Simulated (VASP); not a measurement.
All values below come from PBEsol GGA, VASP's PBE PAW potentials (set 64) (plane waves; VASP 6.6.1). For the alloy's cell: Numerical set-up: 400 eV cut-off, 6×6×6 Γ-centred mesh, tetrahedra with Blöchl corrections, potentials Si Ge_d.

```json
[
 {"end member": "Ge (diamond)", "E (eV/atom)": "-4.9367", "V (Å³/atom)": "22.71", "gap (eV)": "0.00"},
 {"end member": "Si (diamond)", "E (eV/atom)": "-5.7459", "V (Å³/atom)": "20.08", "gap (eV)": "0.46"}
]
```

An ordered cell with a fraction 0.25 of the second end member relaxes to

Space group R-3m, hexagonal axes (No. 166); a = b = 7.916 Å, c = 9.693 Å, α = β = 90.00°, γ = 120.00°

| atom | site | symmetry | x | y | z |
|---|---|---|---|---|---|
| Si | 6c | 3m | 0.0000 | 0.0000 | 0.1224 |
| Ge | 18h | .m | 0.5019 | 0.0038 | 0.1259 |
(The calculation used a cell of 8 atoms; values per cell refer to that cell.)

Problem. Estimate the mixing energy, the deviation from a linear volume and the gap.

Solution. Its energy is -5.1304 eV/atom, so the mixing energy is 9 meV/atom. The volume of 21.92 Å³/atom lies -0.6 % from the linear mean. The cell is gapped, 0.23 eV.
